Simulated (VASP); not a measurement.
An input for Ansatz (written as the equivalent of a VASP run, and not itself run):

Ansatz 0.2 input:
```yaml
crystal:
  lattice:
    - [0.0000000, 2.6040954, 2.6040954]
    - [2.6040954, 0.0000000, 2.6040954]
    - [2.6040954, 2.6040954, 0.0000000]
  atoms:
    - { symbol: Mn, position: [1.0000000, 0.0000000, 1.0000000], spin: 4.5 }
    - { symbol: S, position: [0.5000000, 0.5000000, 0.5000000], spin: 0.1 }
kpoints:
  mp_grid: { grid: [11, 11, 11] }
hamiltonian:
  xc: r2scan
  pseudopotentials: { kind: paw }
magnetization: { spin_polarized: true }
scf:
  occupations: { method: methfessel_paxton, width: 0.1 }
  max_iter: 100
relax:
  max_steps: 60
  f_tol: 0.01
  cell: {}
output: { forces: true, stress: true, eigenvalues: true }
```

Problem. Translate this input to VASP (INCAR, KPOINTS, POSCAR, choice of POTCAR).

Solution. Several could match; the one computed here: 
**INCAR**
```
NELM  =  100   ! most electronic steps
ISPIN  =  2
LORBIT  =  10
EDIFFG  =  -0.01   ! ionic stop
LMIXTAU  =  .TRUE.
LASPH  =  .TRUE.
IBRION  =  2   ! conjugate gradients
LMAXMIX  =  4
LWAVE  =  .FALSE.
ALGO  =  Normal   ! blocked Davidson
SIGMA  =  0.1   ! width (eV)
ENCUT  =  400   ! plane-wave cut-off (eV)
SYSTEM  =  MnS
LCHARG  =  .FALSE.
ISIF  =  3
METAGGA  =  R2SCAN
ISMEAR  =  1   ! Methfessel-Paxton
NSW  =  60   ! most ionic steps
LREAL  =  .FALSE.   ! projection in real space or not
MAGMOM  =  4.5 0.1
EDIFF  =  1E-6
PREC  =  Accurate
```

**KPOINTS**
```
kpoints
0
gamma
 11 11 11
0 0 0
```

POSCAR:
```
MnS
1
   -0.0000000000     2.6040953615     2.6040953615
    2.6040953615    -0.0000000000     2.6040953615
    2.6040953615     2.6040953615     0.0000000000
Mn S
1 1
Direct
  1.0000000000   0.0000000000   1.0000000000
  0.5000000000   0.5000000000   0.5000000000
```

POTCAR, in this order: Mn_pv S (PBE.64 set). Program: vasp_std.

The two are equivalent in intent, not identical: each code has its own PAW files, so the cut-off isn't converted (ENCUT is set for VASP's; basis.ecutwfc is left out, and Ansatz then takes the one that its files recommend); Ansatz stops its SCF on the density residual and VASP on the energy change (EDIFF).

The structure comes from a measured MnS entry (Fm-3m) of the Crystallography Open Database, whose conditions weren't checked. This run relaxes it. Symmetry was kept, so distortions that lower it aren't found. The start is the result of an earlier pass.
